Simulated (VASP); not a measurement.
Data:

```xyz
3
Lattice="0.0000 2.9743 2.9743 2.9743 0.0000 2.9743 2.9743 2.9743 0.0000" Properties=species:S:1:pos:R:3 pbc="T T T"
Li     1.4872     1.4872     1.4872
Li     4.4615     4.4615     4.4615
Se     0.0000     0.0000     0.0000
```

The numbers are results of PBEsol GGA, VASP's PBE PAW potentials (set 64) (plane waves; VASP), not measurements. Numerical set-up: 520 eV cut-off, Gaussian smearing of 0.050 eV, potentials Li_sv Se.

Q: Give the energies of bands 4 to 9 at the high-symmetry points, in eV from the valence-band maximum.

A: 
| band | Γ | X | U | L | W |
|---|---|---|---|---|---|
| 4 | 0.00 | -2.36 | -2.20 | -3.03 | -1.98 |
| 5 | 0.00 | -1.51 | -2.14 | -0.55 | -1.98 |
| 6 | 0.00 | -1.51 | -1.23 | -0.55 | -1.86 |
| 7 | 3.36 | 2.81 | 3.99 | 5.15 | 5.06 |
| 8 | 5.58 | 6.21 | 7.30 | 5.90 | 6.37 |
| 9 | 5.58 | 10.40 | 8.49 | 5.90 | 8.11 |

The gap is indirect, 2.81 eV, from the valence maximum at Γ to the conduction minimum at X.

The compound is Li2Se in the antifluorite structure. It was relaxed first.
